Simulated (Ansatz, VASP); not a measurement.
# Cross-check of Sb (Antimony) between VASP and Ansatz

Wanted: the spread between two codes on one cell, functional and k mesh. The cell is taken from a series of runs on this material, whose earlier steps may have relaxed, scaled, displaced or heated it; both programs get it as it stands.

Program: Ansatz 0.2.0. Level of theory: plane waves, with VASP 6.6.1 beside it; zone-centre phonons at PBEsol. Results are calculated unless marked as measured.

### Step 1. Starting point

The structure is trigonal, space group R-3m (No. 166). The conventional cell has a = 4.453 Å, b = 4.453 Å, c = 10.733 Å, α = 90.00°, β = 90.00°, γ = 120.00°. Sb has 3 Sb at 2.96 Å nearest.

### Step 2. Ansatz: zone-centre phonons, PBEsol

Ansatz runs on its PAW soft_1 files.

Second derivatives magnify differences that forces hide, and they need a tight electronic threshold.

File input.yaml:

```yaml
crystal:
  lattice:
    - [2.2263610934, 1.2853901766, 3.5777886821]
    - [-2.2263610934, 1.2853901766, 3.5777886821]
    - [0.0, -2.5707803531, 3.5777886821]
  atoms:
    - { symbol: Sb, position: [0.2354025206, 0.2354025206, 0.2354025206] }
    - { symbol: Sb, position: [0.7645974794, 0.7645974794, 0.7645974794] }
kpoints:
  mp_grid: { grid: [12, 12, 12] }
hamiltonian:
  xc: pbesol
  pseudopotentials: { kind: paw, azcp: { folder: soft_1 }, xc_functional: pbe }
scf:
  occupations: { method: methfessel_paxton, width: 0.2 }
output:
  eigenvalues: true
phonons:
  method: dfpt
```

Command:

```bash
$ ansatz run input.yaml --threads 4 --pin off --max-ram 10240MiB --backend cpu --events-out ev --progress --plain --runs-dir out
```

Numbers of over 12 decimals in the logs are rounded to 6 here.

What it wrote:

```text
Engine: ansatz 0.2.0, x86_64-unknown-linux-gnu
Pseudopotentials: kind: paw
Pseudopotential: Sb, paw, valence charge 15, recommended cutoff 420 eV (normal), soft_1/Sb.paw.azcp
Functional definition: PBEsol
  exchange = pbesol_x
  correlation = pbesol_c
Crystal: 2 atoms, lattice volume = 61.432 Å³
Basis set: ecut = 420 eV, 1241 PW (Γ), exchange–correlation on 60×60×60 points (8 copies of the dense FFT grid, shifted against one another)
Bands: 19, of which v1, the nominal top of the filled ones, is band 15 counted from 1 (14 counted from 0)
Symmetry: 12 space group operations
k-points: 476 of 1728 (irreducible under 2 space group operations, time reversal used)
Non-local potential: Sb, projectors of the file, l = 0: 2, l = 1: 2, l = 2: 2, l = 3: 1
PAW form: soft (Blöchl's): semilocal exchange-correlation on the pseudo side does not see the compensation charge
PAW frozen core: Sb, regenerated for the run's functional, and the local potential with it (the file was generated under x = pbe(κ = 0.804, μ = 0.219515), c = pbe(β = 0.066725))
PAW one-centre angular grid: Sb, 590 points (default); XC on 64 Gauss nodes
Initial density: superposition of atomic densities (chi_scale 0.1, normalization cell)
Initial wavefunctions: pseudopotential atomic-orbital guess
Functional: x = pbesol(κ = 0.804, μ = 0.123457), c = pbesol(β = 0.046)
SCF iter   1: F=—  HF=-12816.304955 eV  |F-HF|=—  |Δ(HF+E_count)|=         —  Δρ=1.39e-2  dr2=9.26e-2  ethr=3.10e-3  ⟨swp⟩=5.9  Hψ=46781  notcnv=0
preconditioner: auto → Kerker (q_TF=auto, 2.421 Å⁻¹)  [metal: Δε(μ)=0.085 eV  Ē_g=8.535 eV  σ=0.200 eV  W_gap=0.35  n_scr=14 (ndim 8)  ℏωp=15.0 eV  f_vac=0.000  D(μ)=0.20/eV (n_scr^D=0)]
SCF iter   2: F=—  HF=-12816.296421 eV  |F-HF|=—  |Δ(HF+E_count)|=   8.53e-3  S|Δr|=    0.00e0  Δρ=8.97e-3  dr2=3.87e-2  ethr=3.09e-4  ⟨swp⟩=1.0  Hψ=12866  notcnv=0
SCF iter   3: F=—  HF=-12816.292837 eV  |F-HF|=—  |Δ(HF+E_count)|=   3.58e-3  S|Δr|=    0.00e0  Δρ=1.06e-3  dr2=9.41e-4  ethr=1.29e-4  ⟨swp⟩=1.5  Hψ=12165  notcnv=0
SCF iter   4: F=—  HF=-12816.293043 eV  |F-HF|=—  |Δ(HF+E_count)|=   2.06e-4  S|Δr|=    0.00e0  Δρ=3.88e-4  dr2=1.57e-4  ethr=3.14e-6  ⟨swp⟩=1.7  Hψ=10204  notcnv=0
SCF iter   5: F=—  HF=-12816.293092 eV  |F-HF|=—  |Δ(HF+E_count)|=   4.92e-5  S|Δr|=    0.00e0  Δρ=7.31e-5  dr2=4.65e-6  ethr=5.23e-7  ⟨swp⟩=2.0  Hψ=11394  notcnv=0
SCF iter   6: F=—  HF=-12816.293094 eV  |F-HF|=—  |Δ(HF+E_count)|=   2.62e-6  S|Δr|=    0.00e0  Δρ=2.55e-5  dr2=2.42e-7  ethr=1.55e-8  ⟨swp⟩=2.0  Hψ=15375  notcnv=0
SCF iter   7: F=—  HF=-12816.293093 eV  |F-HF|=—  |Δ(HF+E_count)|=   1.15e-6  S|Δr|=    0.00e0  Δρ=4.83e-6  dr2=1.72e-8  ethr=8.06e-10  ⟨swp⟩=2.7  Hψ=16607  notcnv=0
SCF iter   8: F=—  HF=-12816.293093 eV  |F-HF|=—  |Δ(HF+E_count)|=   1.34e-9  S|Δr|=    0.00e0  Δρ=1.89e-6  dr2=4.04e-9  ethr=5.75e-11  ⟨swp⟩=2.9  Hψ=16222  notcnv=0
SCF iter   9: F=—  HF=-12816.293093 eV  |F-HF|=—  |Δ(HF+E_count)|=  4.22e-10  S|Δr|=    0.00e0  Δρ=6.55e-7  dr2=6.01e-10  ethr=1.35e-11  ⟨swp⟩=2.2  Hψ=10573  notcnv=0
SCF iter  10: F=—  HF=-12816.293093 eV  |F-HF|=—  |Δ(HF+E_count)|=  9.09e-12  S|Δr|=    0.00e0  Δρ=2.45e-7  dr2=4.72e-11  ethr=2.00e-12  ⟨swp⟩=2.0  Hψ=11430  notcnv=0
SCF iter  11: F=-12816.293093 eV  HF=-12816.293093 eV  |F-HF|=1.82e-12  |Δ(HF+E_count)|=  1.82e-12  S|Δr|=    0.00e0  Δρ=6.02e-8  dr2=1.92e-12  ethr=1.00e-12  ⟨swp⟩=6.0  Hψ=42093  notcnv=0
SCF 1 converged in 11 iterations: F = -12816.293093 eV  dr2 = 1.92e-12
  greatest PAW one-centre occupation: 0.996 electrons in one spin orbital (limit 2), on the Sb atom at site 1 (counted from 0), in its partial waves of l = 2
DFPT response loops at Γ: preconditioner auto → Kerker (q_TF=auto, 2.421 Å⁻¹) (partly filled bands, converged f_vac=0.001); β = 1.00, the filter's whole step (`scf.mixing.beta` (0.50) is not read by the response loops under this deck's `scf.mixing.preconditioner`; to damp them name `kerker` or `kerker_dos`, under which they read `scf.mixing.beta`, and type it under 1.00, their step now; both keys bind the ground state too); Broyden in place of MSR1
SCF converged after 11 iterations
Stability not checked: this state was not tested for a lower state beside it, because cold or Methfessel-Paxton smearing, or corrected tetrahedra, fill the levels in a way that the test cannot read (fill_not_monotonic; see scf.lower_state_search)
Free energy (F): -12816.293093 eV
Harris-Foulkes:  -12816.293093 eV  (|F-HF|=1.82e-12)
Internal energy: -12816.295172 eV  (E = F + TS)
E sigma→0 (E₀):  -12816.293613 eV
Entropy (-TS):   0.002079 eV (1.039 meV/atom)
Fermi energy:    9.659729 eV
--- Per-component energies (eV) ---
  E_band       = -341.797197
  E_kinetic    = 325.021730
  E_local      = -3181.766815  (includes V_loc(G=0)·N_el)
  E_nonlocal   = 782.202478
  E_hartree    = 1313.684638
  E_xc         = -196.234867
  E_vxc        = -181.308939  (∫ρ·V_xc dr)
  E_paw        = -8934.701006  (= ΣΔE_a)
  E_vpaw       = -713.315196  (= ΣTr[D̂ρ^β])
  E_aug_tail   = 0.000270  (compensation charges beyond the density's cutoff)
  E_ewald      = -2925.165309
  E_core_change = 0.663710  (= ΣΔE_core)
  E_smearing   = 0.002079  (= −TS)
  E_closure    = -0.000000  (closes the sum)
  Σ components = -12816.293093   (vs F -12816.293093, Δ=0.00e0)
--- Band table (eV; the first three rows and the last of 476) ---
  k-point 0: bands = [... 11 lower, 4.9526, 7.8887, 7.8887, 8.3864, 12.1420, 12.6648, 12.6648, 14.6412]
  k-point 1: bands = [... 11 lower, 4.5939, 7.8919, 8.0777, 8.4093, 11.9974, 12.4464, 12.4714, 14.4744]
  k-point 2: bands = [... 11 lower, 3.7706, 7.9075, 8.2983, 8.5903, 11.5820, 11.8967, 12.0030, 14.3801]
  k-point 475: bands = [... 11 lower, 0.9412, 8.4150, 8.4150, 8.9301, 9.5887, 9.5887, 10.4091, 17.2982]
--- Phonons (Γ-DFPT): 2 representative perturbations + reference, on 476 of 1728 k-points (Σ response iterations 6) ---
  k mesh reduced under 2 symmetry operations, with k and −k counted as one. Each operation leaves every solved perturbation unchanged. A smaller set is not used because it would not reduce the number of displacements times k-points to solve
  ASR residual: 1.101e-5 → 0.000e0 eV/Å²; symmetrization residual: 1.484e-6 eV/Å²
  ASR residual per site (eV/Å²): 1.10e-5 1.10e-5
  Γ frequencies (cm⁻¹): 0.00 0.00 0.00 65.15 65.15 131.14
  non-analytic LO–TO correction: not included (Born effective charges unavailable; polar crystals: no LO–TO splitting at Γ)
```

In the SCF lines HF is the Harris–Foulkes energy and dr2 the Hartree energy of the density residual, in eV; the loop may stop once dr2 is under the threshold and the program's other checks hold. Hψ counts applications of the Hamiltonian.

### Step 3. VASP: zone-centre phonons, PBEsol

The same cell, functional, mesh and smearing now go to VASP, with its own data sets.

Lines of VASP's logs that name or quote its potential files are left out, and so is its time.

File INCAR:

```
SYSTEM = Sb
PREC = Accurate
ENCUT = 500
EDIFF = 1E-08
NELM = 120
ISMEAR = 1
SIGMA = 0.2
LREAL = .FALSE.
ALGO = Normal
GGA = PS
NBANDS = 11
LORBIT = 11
LWAVE = .FALSE.
LCHARG = .FALSE.
ISIF = 2
IBRION = 8
LASPH = .TRUE.
GGA_COMPAT = .FALSE.
KPAR = 2
```

File POSCAR:

```
Sb
1.0
    2.2263610934      1.2853901766      3.5777886821
   -2.2263610934      1.2853901766      3.5777886821
    0.0000000000     -2.5707803531      3.5777886821
Sb
2
Direct
    0.2354025206      0.2354025206      0.2354025206
    0.7645974794      0.7645974794      0.7645974794
```

File KPOINTS:

```
Automatic mesh
0
Gamma
12 12 12
0 0 0
```

The projector-augmented-wave data sets are Sb (PBE family, release 64).

Command:

```bash
$ mpirun -np 2 vasp_std
```

What it wrote:

```text
[banner, memory and clock lines left out]
running    2 mpi-ranks, on    1 nodes
 distrk:  each k-point on    1 cores,    2 groups
 distr:  one band on    1 cores,    1 groups

 POSCAR found type information on POSCAR Sb
 POSCAR found :  1 types and       2 ions
|                                                                             |
|               ----> ADVICE to this user running VASP <----                  |
|                                                                             |
|     You enforced a specific xc type in the INCAR file but a different       |
|     [... a line on the potential file left out ...]
|     I HOPE YOU KNOW WHAT YOU ARE DOING!                                     |
|                                                                             |

 LDA part: xc-table for (Slater+PW92), standard interpolation
 POSCAR, INCAR and KPOINTS ok, starting setup
 FFT: planning ... GRIDC
 FFT: planning ... GRID_SOFT
 FFT: planning ... GRID
 WAVECAR not read
 entering main loop
       N       E                     dE             d eps       ncg     rms          rms(c)
DAV:   1     0.328056280084E+02    0.32806E+02   -0.34546E+03  4158   0.684E+02
DAV:   2    -0.728736945824E+01   -0.40093E+02   -0.38669E+02  5549   0.109E+02
DAV:   3    -0.908193144010E+01   -0.17946E+01   -0.17719E+01  5090   0.263E+01
DAV:   4    -0.909792870482E+01   -0.15997E-01   -0.15989E-01  4709   0.289E+00
DAV:   5    -0.909811612881E+01   -0.18742E-03   -0.18742E-03  4814   0.354E-01    0.271E+00
DAV:   6    -0.909039822799E+01    0.77179E-02   -0.23023E-03  4700   0.287E-01    0.162E+00
DAV:   7    -0.908560334092E+01    0.47949E-02   -0.54016E-03  4578   0.433E-01    0.663E-02
DAV:   8    -0.908562401992E+01   -0.20679E-04   -0.20829E-04  4749   0.921E-02    0.190E-02
DAV:   9    -0.908563152575E+01   -0.75058E-05   -0.15903E-05  4763   0.262E-02    0.665E-03
DAV:  10    -0.908563082723E+01    0.69852E-06   -0.26630E-06  4740   0.866E-03    0.129E-03
DAV:  11    -0.908563074997E+01    0.77258E-07   -0.17103E-07  4659   0.289E-03    0.536E-04
DAV:  12    -0.908563079112E+01   -0.41148E-07   -0.17607E-08  4468   0.778E-04    0.126E-04
DAV:  13    -0.908563079982E+01   -0.86926E-08   -0.21891E-09  2382   0.275E-04
   1 F= -.90856308E+01 E0= -.90863204E+01  d E =0.206882E-02
 Linear response reoptimize wavefunctions to high precision
DAV:   1    -0.908563079995E+01   -0.13370E-09   -0.23627E-10  2748   0.113E-04
DAV:   2    -0.908563079996E+01   -0.15064E-10   -0.23977E-11  2289   0.418E-05
 Linear response DOF=           2
 Linear response progress:
  Degree of freedom:   1/  2
       N       E                     dE             d eps       ncg     rms          rms(c)
RMM:   1    -0.252395398980E-01   -0.25240E-01    0.27334E-02 38485   0.116E+00
RMM:   2    -0.250821338984E-01    0.15741E-03   -0.15612E-03 30134   0.232E-01    0.476E-02
RMM:   3    -0.250910057905E-01   -0.88719E-05   -0.40548E-05 31824   0.386E-02    0.285E-02
RMM:   4    -0.251555936069E-01   -0.64588E-04   -0.17749E-05 31769   0.205E-02    0.195E-03
RMM:   5    -0.251611918194E-01   -0.55982E-05   -0.10762E-06 32614   0.336E-03    0.995E-04
RMM:   6    -0.251628373256E-01   -0.16455E-05    0.10151E-07 32036   0.886E-04    0.249E-04
RMM:   7    -0.251620101648E-01    0.82716E-06    0.83240E-08 33108   0.198E-04    0.863E-05
RMM:   8    -0.251619336226E-01    0.76542E-07    0.15540E-08 33331   0.639E-05    0.139E-05
RMM:   9    -0.251619263536E-01    0.72690E-08   -0.40180E-09 33517   0.155E-05    0.154E-06
 first order change of Fermi-energy  -0.14859E-04
 force on displaced ion       1 direction 1 :  -1.067   0.000   0.000
 Linear response progress:
  Degree of freedom:   2/  2
       N       E                     dE             d eps       ncg     rms          rms(c)
RMM:   1    -0.256231112425E-01   -0.25623E-01    0.17221E-02  8098   0.116E+00
RMM:   2    -0.246216437683E-01    0.10015E-02   -0.14841E-03  6501   0.239E-01    0.428E-02
RMM:   3    -0.245170552897E-01    0.10459E-03   -0.39387E-05  6904   0.411E-02    0.257E-02
RMM:   4    -0.244357660198E-01    0.81289E-04   -0.22968E-05  6781   0.235E-02    0.604E-03
RMM:   5    -0.244438940973E-01   -0.81281E-05   -0.62587E-07  7000   0.491E-03    0.245E-03
RMM:   6    -0.244466805810E-01   -0.27865E-05   -0.50107E-08  7045   0.111E-03    0.697E-04
RMM:   7    -0.244459947419E-01    0.68584E-06    0.45019E-10  7100   0.264E-04    0.252E-04
RMM:   8    -0.244459945393E-01    0.20260E-09    0.15848E-09  7108   0.852E-05    0.301E-05
 first order change of Fermi-energy  -0.12857E+00
 force on displaced ion       1 direction 3 :   0.000  -0.000  -3.965
 Linear response finished
```

OUTCAR, selected parts (step 3):

```text
ion  position               nearest neighbor table
   1  0.235  0.235  0.235-   2 2.96   2 2.96   2 2.96   2 3.32   2 3.32   2 3.32
   2  0.765  0.765  0.765-   1 2.96   1 2.96   1 2.96   1 3.32   1 3.32   1 3.32

  LATTYP: Found a trigonal (rhomboedric) cell.
 ALAT       =     4.4056195340
 COS(alpha) =     0.4892513524

 Subroutine GETGRP returns: Found 12 space group operations
 (whereof 12 operations were pure point group operations)

The static configuration has the point symmetry D_3d.

 Found    189 irreducible k-points:

   k-points           NKPTS =    189   k-points in BZ     NKDIM =    189   number of bands    NBANDS=     11

   dimension x,y,z NGX =    32 NGY =   32 NGZ =   32
   dimension x,y,z NGXF=    64 NGYF=   64 NGZF=   64

   ENCUT  =  500.0 eV  36.75 Ry    6.06 a.u.   8.03  8.03  8.03*2*pi/ulx,y,z

   NELECT =      10.0000    total number of electrons

 k-points in reciprocal lattice and weights: Automatic mesh
   0.00000000  0.00000000  0.00000000       0.001
   0.08333333  0.00000000 -0.00000000       0.003
   0.16666667  0.00000000  0.00000000       0.003
   0.25000000  0.00000000  0.00000000       0.003
   0.33333333  0.00000000  0.00000000       0.003
   0.41666667 -0.00000000  0.00000000       0.003
   0.50000000  0.00000000  0.00000000       0.002
   0.08333333  0.08333333  0.00000000       0.003
   0.16666667  0.08333333  0.00000000       0.007
[...]
-0.41666667  0.50000000  0.41666667       0.003
   0.50000000  0.50000000  0.50000000       0.001

 average (electrostatic) potential at core
       1 -85.9124       2 -85.9124

  Total       -1.0519827     -1.0519827      0.0251867      0.0000000      0.0000000      0.0000000
  in kB      -27.4361191    -27.4361191      0.6568783      0.0000000      0.0000000      0.0000000
  external PRESSURE =     -18.0717866 kB  Pullay stress =       0.0000000 kB

  energy-cutoff  :      500.00
  volume of cell :       61.43
      direct lattice vectors                 reciprocal lattice vectors
     2.226361093  1.285390177  3.577788682     0.224581718  0.129662316  0.093167418
    -2.226361093  1.285390177  3.577788682    -0.224581718  0.129662316  0.093167418
     0.000000000 -2.570780353  3.577788682     0.000000000 -0.259324631  0.093167418

 POSITION                                       TOTAL-FORCE (eV/Angst)
 -----------------------------------------------------------------------------------
      0.00000      0.00000      2.52666         0.000000      0.000000      0.036376
      0.00000      0.00000      8.20670         0.000000     -0.000000     -0.036376
 -----------------------------------------------------------------------------------
    total drift:                               -0.000000      0.000000     -0.000000

 Eigenvectors and eigenvalues of the dynamical matrix
 ----------------------------------------------------

   1 f  =    3.989720 THz    25.068152 2PiTHz  133.082745 cm-1    16.500150 meV
             X         Y         Z           dx          dy          dz
      0.000000  0.000000  2.526661     0.000000    0.000000    0.707107
      0.000000  0.000000  8.206705    -0.000000   -0.000000   -0.707107

   2 f  =    2.070230 THz    13.007641 2PiTHz   69.055451 cm-1     8.561781 meV
             X         Y         Z           dx          dy          dz
      0.000000  0.000000  2.526661     0.707107   -0.000006    0.000000
      0.000000  0.000000  8.206705    -0.707107    0.000006   -0.000000

   3 f  =    2.070230 THz    13.007641 2PiTHz   69.055451 cm-1     8.561781 meV
             X         Y         Z           dx          dy          dz
      0.000000  0.000000  2.526661     0.000006    0.707107   -0.000000
      0.000000  0.000000  8.206705    -0.000006   -0.707107    0.000000

   4 f  =    0.000000 THz     0.000000 2PiTHz    0.000001 cm-1     0.000000 meV
             X         Y         Z           dx          dy          dz
      0.000000  0.000000  2.526661     0.083146    0.283381   -0.642481
      0.000000  0.000000  8.206705     0.083146    0.283381   -0.642481

   5 f  =    0.000000 THz     0.000000 2PiTHz    0.000001 cm-1     0.000000 meV
             X         Y         Z           dx          dy          dz
      0.000000  0.000000  2.526661    -0.570211   -0.350331   -0.228315
      0.000000  0.000000  8.206705    -0.570211   -0.350331   -0.228315

   6 f  =    0.000000 THz     0.000000 2PiTHz    0.000001 cm-1     0.000000 meV
             X         Y         Z           dx          dy          dz
      0.000000  0.000000  2.526661    -0.409812    0.544944    0.187324
      0.000000  0.000000  8.206705    -0.409812    0.544944    0.187324

 ELASTIC MODULI CONTR FROM IONIC RELAXATION (kBar)
 Direction    XX          YY          ZZ          XY          YZ          ZX
 --------------------------------------------------------------------------------
 XX         -79.0594    -50.2508   -105.5447     -0.0000     72.1023      0.0000
 YY         -50.2508    -79.0594   -105.5447      0.0000    -72.1023     -0.0000
 ZZ        -105.5447   -105.5447   -172.2942     -0.0000     -0.0000      0.0000
 XY          -0.0000      0.0000     -0.0000    -14.4043      0.0000     69.3244
 YZ          72.1023    -72.1023     -0.0000      0.0000   -360.9161     -0.0000
 ZX           0.0000     -0.0000      0.0000     69.3244     -0.0000   -333.6418
 --------------------------------------------------------------------------------
```

### Step 4. Differences

Known differences besides the potentials themselves: the data sets hold 30 valence electrons in Ansatz (on its PAW soft_1 files) and 10 in VASP; the cutoff is 420 eV in Ansatz and 500 eV in VASP; Ansatz makes its cores anew for this functional, VASP keeps those of its PBE data sets. Total energies have different zeros and are not compared.

Compared:

| quantity | Ansatz | VASP | difference |
| --- | --- | --- | --- |
| optical mode 1 to 2 (cm⁻¹) | 65.2 | 69.1 | -5.66 % |
| optical mode 3 (cm⁻¹) | 131.1 | 133.1 | -1.46 % |

Modes are paired by rising frequency, not by their patterns, so a pair may set unlike modes beside each other; they are those without the splitting of longitudinal modes.

### Step 5. Results

```
r.m.s. difference of the optical zone-centre modes, each program's sorted by frequency (zone-centre phonons, PBEsol) : 3.4 cm⁻¹
difference in optical mode 1 to 2 (zone-centre phonons, PBEsol)                                                      : -5.7 %
```

The r.m.s. difference of the optical zone-centre modes, each program's sorted by frequency is 3.4 cm⁻¹ (zone-centre phonons, PBEsol). The data sets hold unlike numbers of valence electrons (30 in Ansatz and 10 in VASP), so part of the differences comes from the potentials. Among the rows given in per cent, the largest difference of the zone-centre phonons, PBEsol pair is in optical mode 1 to 2, -5.7 %. Such differences can come from data sets, numerical settings and the points named under the comparisons, not from the functional's error against experiment.

[Lines on the potential files, build, host, timing and source positions are cut from VASP's logs without a mark.]

[Logs are printed without paths, hosts, clocks, repeated set-up lines and the standing remarks that a program may print on its own settings, such as how far it seeks lower states.]

[Hosts, paths, dates, database ids (printed as entryN), source tags and the programs' standing remarks are cut or masked in the printed files.]
